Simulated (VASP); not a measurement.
These are PBEsol GGA, VASP's PBE PAW potentials (set 64) (plane waves; VASP) values and carry that method's errors.

Input for VASP

File KPOINTS:
```
Automatic mesh
0
Gamma
14 14 14
0 0 0
```

POSCAR:
```
Au
1
   -1.6032680908     1.6032680908     1.6194627179
    1.6032680908    -1.6032680908     1.6194627179
    1.6356573451     1.6356573451    -1.6194627179
Au
1
Direct
  0.0000000000   0.0000000000   0.0000000000
```

INCAR:
```
SYSTEM = Au
PREC = Accurate
ENCUT = 480
EDIFF = 1E-7
NELM = 100
ALGO = Normal
LREAL = .FALSE.
LASPH = .TRUE.
ISMEAR = 1
SIGMA = 0.1
GGA = PS
LMAXMIX = 6
LWAVE = .FALSE.
LCHARG = .FALSE.
ISIF = 2
```

POTCAR, in this order: Au (PBE.64 set). Program: vasp_std.

Output of the run:

### OUTCAR
```
 ion  position               nearest neighbor table
   1  0.000  0.000  0.000-
  LATTYP: Found a face centered orthorhombic cell.
 ALAT       =     3.2389254358
 B/A-ratio  =     1.4000714268
 C/A-ratio  =     1.4283556980
 Subroutine PRICEL returns:
 Original cell was already a primitive cell.
 Subroutine GETGRP returns: Found  8 space group operations
The static configuration has the point symmetry D_2h.
The dynamic configuration has the point symmetry D_2h.
 Subroutine INISYM returns: Found  8 space group operations
 Subroutine IBZKPT returns following result:
 Found    428 irreducible k-points:

 Following reciprocal coordinates:
            Coordinates               Weight
  0.000000  0.000000  0.000000      1.000000
  0.071429  0.000000  0.000000      8.000000
  0.142857 -0.000000  0.000000      8.000000
  0.214286  0.000000 -0.000000      8.000000
  0.285714 -0.000000  0.000000      8.000000
  0.357143  0.000000 -0.000000      8.000000
  0.428571  0.000000 -0.000000      8.000000
  0.500000  0.000000  0.000000      4.000000
  0.071429  0.071429  0.000000      4.000000
  0.142857  0.071429 -0.000000      8.000000
  0.214286  0.071429  0.000000      8.000000
  0.285714  0.071429  0.000000      8.000000
  0.357143  0.071429 -0.000000      8.000000
  0.428571  0.071429  0.000000      8.000000
  0.500000  0.071429  0.000000      8.000000
 -0.428571  0.071429 -0.000000      8.000000
 -0.357143  0.071429  0.000000      8.000000
 -0.285714  0.071429  0.000000      8.000000
 -0.214286  0.071429  0.000000      8.000000
 -0.142857  0.071429 -0.000000      8.000000
 -0.071429  0.071429  0.000000      2.000000
  0.142857  0.142857  0.000000      4.000000
  0.214286  0.142857  0.000000      8.000000
...
```

OSZICAR:
```
       N       E                     dE             d eps       ncg     rms          rms(c)
DAV:   1     0.379007440550E+02    0.37901E+02   -0.55984E+03  8824   0.102E+03
DAV:   2    -0.394070162617E+01   -0.41841E+02   -0.39035E+02  8009   0.190E+02
DAV:   3    -0.425801916978E+01   -0.31732E+00   -0.31706E+00  8759   0.174E+01
DAV:   4    -0.425886241944E+01   -0.84325E-03   -0.84323E-03  8165   0.966E-01
DAV:   5    -0.425886837161E+01   -0.59522E-05   -0.59516E-05  8255   0.820E-02    0.934E+00
DAV:   6    -0.392762984026E+01    0.33124E+00   -0.11153E+00  7770   0.101E+01    0.580E+00
DAV:   7    -0.390317158757E+01    0.24458E-01   -0.94326E-02  8164   0.284E+00    0.285E+00
DAV:   8    -0.389991490324E+01    0.32567E-02   -0.20558E-03  8061   0.527E-01    0.303E-01
DAV:   9    -0.389989606430E+01    0.18839E-04   -0.19507E-05  8173   0.515E-02    0.120E-02
DAV:  10    -0.389989992825E+01   -0.38640E-05   -0.12441E-06  8243   0.113E-02    0.243E-03
DAV:  11    -0.389990009124E+01   -0.16298E-06   -0.59328E-08  4689   0.248E-03    0.366E-04
DAV:  12    -0.389990009659E+01   -0.53535E-08   -0.32176E-09  3955   0.653E-04
   1 F= -.38999001E+01 E0= -.38999034E+01  d E =0.986916E-05
```

File OUTCAR:
```
------------------------ aborting loop because EDIFF is reached ----------------------------------------
  FORCE on cell =-STRESS in cart. coord.  units (eV):
  Direction    XX          YY          ZZ          XY          YZ          ZX
  --------------------------------------------------------------------------------------
  Total        0.0127558      0.0127558      0.0215947     -0.1843178      0.0000000      0.0000000
  in kB        1.2030600      1.2030600      2.0367086    -17.3839498      0.0000000      0.0000000
  external PRESSURE =       1.4809429 kB  Pullay stress =       0.0000000 kB
  volume of cell :       16.99
      direct lattice vectors                 reciprocal lattice vectors
    -1.603268091  1.603268091  1.619462718    -0.003087752  0.308775250  0.308744372
     1.603268091 -1.603268091  1.619462718     0.308775250 -0.003087752  0.308744372
     1.635657345  1.635657345 -1.619462718     0.305687497  0.305687497  0.000000000
 POSITION                                       TOTAL-FORCE (eV/Angst)
 -----------------------------------------------------------------------------------
      0.00000      0.00000      0.00000         0.000000     -0.000000     -0.000000
 -----------------------------------------------------------------------------------
    total drift:                                0.000000      0.000000      0.000000
  FREE ENERGIE OF THE ION-ELECTRON SYSTEM (eV)
  ---------------------------------------------------
  free  energy   TOTEN  =        -3.8999000966 eV

  energy  without entropy=       -3.8999099658  energy(sigma->0) =       -3.89990339
```
(Selected blocks of OUTCAR.)

The structure was generated: Au was put into the bcc type (Im-3m), which need not be its known phase. This cell was strained or had an atom moved on purpose.
